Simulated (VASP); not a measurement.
Method: revPBE GGA, VASP's PBE PAW potentials (set 64) (plane waves; VASP 6.6.1).

VASP input:

### INCAR
```
ICHARG = 11   # fixed density
SIGMA = 0.05   # width (eV)
LCHARG = .False.
LMAXMIX = 4
SYSTEM = ZnS
GGA = RE   # revPBE
LREAL = .False.   # projection in real space or not
ENCUT = 520   # plane-wave cut-off (eV)
LWAVE = .False.
EDIFF = 1E-7
LORBIT = 11   # lm-projected
NELM = 100
PREC = Accurate
ISMEAR = 0
ALGO = Normal
LASPH = .True.
```

File KPOINTS:
```
k-points along high-symmetry lines
10
Line-mode
Reciprocal
  0.000000   0.000000   0.000000 ! GAMMA
  0.000000   0.500000   0.000000 ! M

  0.000000   0.500000   0.000000 ! M
 -0.333333   0.666667   0.000000 ! K

 -0.333333   0.666667   0.000000 ! K
  0.000000   0.000000   0.000000 ! GAMMA

  0.000000   0.000000   0.000000 ! GAMMA
  0.000000   0.000000   0.500000 ! A

  0.000000   0.000000   0.500000 ! A
  0.000000   0.500000   0.500000 ! L

  0.000000   0.500000   0.500000 ! L
 -0.333333   0.666667   0.500000 ! H

 -0.333333   0.666667   0.500000 ! H
  0.000000   0.000000   0.500000 ! A

  0.000000   0.500000   0.500000 ! L
  0.000000   0.500000   0.000000 ! M

 -0.333333   0.666667   0.500000 ! H
 -0.333333   0.666667   0.000000 ! K
```

POSCAR:
```
ZnS
3.8826310
  0.4999999442  -0.8660252957   0.0000000000
  0.4999999442   0.8660252957   0.0000000000
  0.0000000000   0.0000000000   1.6378682977
Zn S
2 2
direct
  0.6666670000   0.3333330000   0.5001186772
  0.3333330000   0.6666670000   0.0001186772
  0.6666670000   0.3333330000   0.8748813228
  0.3333330000   0.6666670000   0.3748813228
```

POTCAR, in this order: Zn S (PBE.64 set). Program: vasp_std. Read from the step before: CHGCAR.

What VASP printed:

**OSZICAR**
```
       N       E                     dE             d eps       ncg     rms          rms(c)
DAV:   1     0.233795603566E+03    0.23380E+03   -0.17659E+04  3960   0.195E+03
DAV:   2     0.919862856017E+01   -0.22460E+03   -0.21927E+03  4188   0.383E+02
DAV:   3    -0.112959867154E+02   -0.20495E+02   -0.20255E+02  4722   0.114E+02
DAV:   4    -0.117424682111E+02   -0.44648E+00   -0.44590E+00  4592   0.168E+01
DAV:   5    -0.117506601027E+02   -0.81919E-02   -0.81894E-02  4808   0.207E+00
DAV:   6    -0.117509047528E+02   -0.24465E-03   -0.24463E-03  4690   0.365E-01
DAV:   7    -0.117509148553E+02   -0.10102E-04   -0.10101E-04  4832   0.657E-02
DAV:   8    -0.117509152645E+02   -0.40916E-06   -0.40908E-06  4642   0.133E-02
DAV:   9    -0.117509152837E+02   -0.19248E-07   -0.19274E-07  3602   0.260E-03
   1 F= -.11750915E+02 E0= -.11750915E+02  d E =-.376111E-12
```

File OUTCAR:
```
 val. band max:        1.7483177220   @ k =   0.0000   0.0000   0.0000

 cond. band min:       3.8357266585   @ k =  -0.0000   0.0000   0.0000



 k-point     1 :       0.0000    0.0000    0.0000
  band No.  band energies     occupation
      1     -11.0606      2.00000
      2     -10.2260      2.00000
      3      -4.3720      2.00000
      4      -4.3621      2.00000
      5      -4.3621      2.00000
      6      -4.2878      2.00000
      7      -4.2878      2.00000
      8      -3.9682      2.00000
      9      -3.9682      2.00000
     10      -3.9010      2.00000
     11      -3.9010      2.00000
     12      -3.7519      2.00000
     13      -3.1980      2.00000
     14       0.9334      2.00000
     15       0.9334      2.00000
     16       1.6849      2.00000
     17       1.7483      2.00000
     18       1.7483      2.00000
     19       3.8357      0.00000
     20       4.8318      0.00000
     21       8.1345      0.00000
     22       8.1350      0.00000

 k-point     2 :       0.0000    0.0556    0.0000
  band No.  band energies     occupation
      1     -11.0416      2.00000
      2     -10.2153      2.00000
      3      -4.3699      2.00000
      4      -4.3608      2.00000
      5      -4.3582      2.00000
      6      -4.2856      2.00000
      7      -4.2823      2.00000
      8      -3.9705      2.00000
      9      -3.9684      2.00000
     10      -3.9110      2.00000
     11      -3.9002      2.00000
     12      -3.7445      2.00000
     13      -3.1701      2.00000
     14       0.7670      2.00000
     15       0.8870      2.00000
     16       1.5324      2.00000
     17       1.6624      2.00000
     18       1.7242      2.00000
     19       4.0376      0.00000
     20       4.9927      0.00000
     21       8.0267      0.00000
     22       8.1940      0.00000

 k-point     3 :       0.0000    0.1111    0.0000
  band No.  band energies     occupation
      1     -10.9855      2.00000
      2     -10.1846      2.00000
...
```

The density is held fixed in this step, so its total energy and stress have no physical meaning.

The compound is ZnS in the wurtzite structure, the high-temperature form. It was relaxed first.
